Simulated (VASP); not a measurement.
```yaml
crystal:
  lattice:
    - [6.09082, 0.27004, 0.27004]
    - [0.27004, 6.09082, 0.27004]
    - [0.27004, 0.27004, 6.09082]
  atoms:
    - { symbol: Sn, position: [0.04144, 0.97871, 0.97871] }
    - { symbol: Sn, position: [0.20856, 0.27129, 0.27129] }
    - { symbol: Sn, position: [0.47871, 0.54144, 0.97871] }
    - { symbol: Sn, position: [0.77129, 0.70856, 0.27129] }
    - { symbol: Sn, position: [0.47871, 0.97871, 0.54144] }
    - { symbol: Sn, position: [0.77129, 0.27129, 0.70856] }
    - { symbol: C, position: [0.94445, 0.44445, 0.44445] }
    - { symbol: C, position: [0.30555, 0.80555, 0.80555] }
```

Method: PBEsol GGA, VASP's PBE PAW potentials (set 64) (plane waves; VASP). Run with 520 eV cut-off, 6×6×6 Γ-centred mesh, tetrahedra with Blöchl corrections, potentials Sn_d C.

For a metal the tetrahedron method with Blöchl corrections gives inexact stress and forces.

Problem. Which forces act on the atoms, in eV/Å?

Solution. 
```csv
atom,Fx,Fy,Fz
Sn1,-0.002,0.038,0.038
Sn2,0.002,-0.038,-0.038
Sn3,0.038,-0.002,0.038
Sn4,-0.038,0.002,-0.038
Sn5,0.038,0.038,-0.002
Sn6,-0.038,-0.038,0.002
C7,0.029,0.029,0.029
C8,-0.029,-0.029,-0.029
```

Problem. Give the stress tensor in GPa (positive for a compressed cell).

Solution. 
```
-0.09   0.00   0.00
 0.00  -0.09   0.00
 0.00   0.00  -0.09
```
The pressure is its mean diagonal, -0.09 GPa.

The structure was generated: Sn6C2 was put into an ordered model structure (R-3m), which need not be its known phase. It was relaxed first, which changed the volume by +18 %.
